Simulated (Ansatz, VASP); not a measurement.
# One calculation of Ba3Zn, two programs

```xyz
4
Lattice="5.6761 0.0000 0.0000 0.0000 5.6761 0.0000 0.0000 0.0000 5.6761" Properties=species:S:1:pos:R:3 pbc="T T T"
Ba    0.0000    2.8381    2.8381
Ba    2.8381    0.0000    2.8381
Ba    2.8381    2.8381    0.0000
Zn    0.0000    0.0000    0.0000
```

Alike in both runs: functional PBE; k mesh 4 × 4 × 4; occupations gaussian, width 0.1 eV; no spin polarisation.

Ansatz relaxed the structure, and its values are those at the end. VASP's run is a single point on that final structure, the one shown.

|  | VASP | Ansatz |
| --- | --- | --- |
| version | VASP 6.6.1 | Ansatz 0.2.0 |
| potentials or method | VASP PAW PBE potentials, release 64 (Ba_sv, Zn) | scalar-relativistic, plane waves, PAW |
| plane-wave cutoff (eV) | 520 | 420 |
| valence electrons in the cell | 42 | 42 |

|  | VASP | Ansatz | Ansatz less VASP |
| --- | --- | --- | --- |
| gap on the k mesh at the Fermi level (eV) | none | none | - |
| pressure (GPa) | 0.3 | 0.1 | -0.17 |

A gap of «none» marks a metal or a gap that the smearing closes.

Spin-orbit coupling is left out, which matters for the levels of Ba.
